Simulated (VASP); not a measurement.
Set up this calculation in VASP 6.6.1, as the native input.

| Item | Value |
| --- | --- |
| Task | single point |
| Functional | PBEsol |
| Potentials or basis | VASP PAW PBE potentials, release 64 (Re) |
| Cutoff | 700 eV |
| k mesh | 18 × 18 × 10 |
| Occupations | gaussian, width 0.1 eV |
| Spin | no spin polarisation |
| Further INCAR settings | ALGO = Normal; EDIFF = 1e-06 |

The structure of Re lies in POSCAR:

```
Re
1.0
    2.7508900000      0.0000000000      0.0000000000
   -1.3754500000      2.3823400000      0.0000000000
    0.0000000000      0.0000000000      4.4430100000
Re
2
Direct
    0.3333300000      0.6666700000      0.2500000000
    0.6666700000      0.3333300000      0.7500000000
```

These files were run (other wordings do the same):

INCAR

```
PREC     = Accurate       # precision mode
ENCUT    = 700            # plane-wave cutoff, eV
EDIFF    = 1E-6           # SCF threshold, eV
ISMEAR   = 0              # smearing method
SIGMA    = 0.1            # smearing width, eV
LREAL    = False          # projectors in reciprocal space
LASPH    = True           # aspherical terms in the spheres
NELM     = 100            # most SCF steps
ALGO     = Normal         # electronic algorithm
ISIF     = 2              # what is computed and relaxed
LWAVE    = False          # write WAVECAR
LCHARG   = False          # write CHGCAR
GGA      = PS             # functional
```

KPOINTS

```
regular mesh
0
Gamma
  18 18 10
```

Potentials or basis: VASP PAW PBE potentials, release 64 (Re).

Run with:

```sh
$ cat potpaw_PBE.64/Re/POTCAR > POTCAR
$ mpirun -np 1 vasp_std > vasp.out
```

Results of the run:

* Pressure: 0.0 GPa
* Band gap on the k mesh: none (metal or under the smearing width)

Caveat: the PAW data sets were made with another functional, which shifts forces and pressure a little.

Run time: 2.8 min on 1 thread of Intel(R) Xeon(R) Platinum 8488C (Sapphire Rapids), with other jobs on the host, peak memory 0.38 GiB.
